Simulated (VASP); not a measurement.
A cell of Ga (alpha) near equilibrium:

```
CELL_PARAMETERS angstrom
      2.20143    -3.79308     0.00000
      2.20143     3.79308     0.00000
      0.00000     0.00000     4.52477
ATOMIC_POSITIONS crystal
  Ga 0.15552 0.84448 0.91763
  Ga 0.34448 0.65552 0.41763
  Ga 0.65552 0.34448 0.58237
  Ga 0.84448 0.15552 0.08237
```

All values below come from PBEsol GGA, VASP's PBE PAW potentials (set 64) (plane waves; VASP).

```
run               ΔE (meV/atom)    σxx   σyy    σzz  largest shear component, with its sign (GPa)  largest force (eV/Å)
----------------  -------------  -----  ----  -----  --------------------------------------------  --------------------
as it is                    0.0   0.35  0.68   0.39                                          0.00                 0.016
after one change            5.2  -2.38  0.15  -2.71                                          0.00                 0.138
```
Stress is in GPa, positive when the cell is compressed.

What was changed between the two runs?
A. biaxial strain of +2.0 % in the xz plane
B. isotropic strain of +4.0 %
C. atom 1 (Ga) moved by -0.075 Å along x
D. uniaxial strain of +1.5 % along x

A, biaxial strain of +2.0 % in the xz plane

The compound is Ga in the alpha structure.
